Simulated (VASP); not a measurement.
Consider the following.

```
CELL_PARAMETERS angstrom
      0.00000     2.47627     2.47627
      2.47627     0.00000     2.47627
      2.47627     2.47627     0.00000
ATOMIC_POSITIONS crystal
  Gd 0.00000 0.00000 0.00000
  N  0.50000 0.50000 0.50000
```

Method: optB86b-vdW, VASP's PBE PAW potentials (set 64) (plane waves; VASP 6.6.1). Settings: 520 eV cut-off, Gaussian smearing of 0.050 eV, potentials Gd_3 N.

The 4f electrons are frozen in the core of the lanthanide potential, so 4f levels, which can set the real gap, and their magnetism are missing.

Problem. Give the energies of bands 5 to 10 at the high-symmetry points, in eV from the Fermi level.

Solution. 
| band | Γ | X | U | L | W |
|---|---|---|---|---|---|
| 5 | 0.02 | -1.03 | -2.10 | -4.10 | -2.19 |
| 6 | 0.02 | -0.22 | -1.26 | -2.34 | -1.25 |
| 7 | 0.02 | -0.22 | -1.21 | -2.34 | -1.25 |
| 8 | 3.02 | -0.04 | 2.31 | 5.62 | 3.90 |
| 9 | 3.02 | 7.24 | 6.29 | 6.53 | 3.90 |
| 10 | 3.02 | 7.29 | 7.34 | 6.53 | 7.51 |

It has no gap at this level: it comes out as a metal or semimetal.

The compound is GdN in the rock salt structure. It was relaxed first.
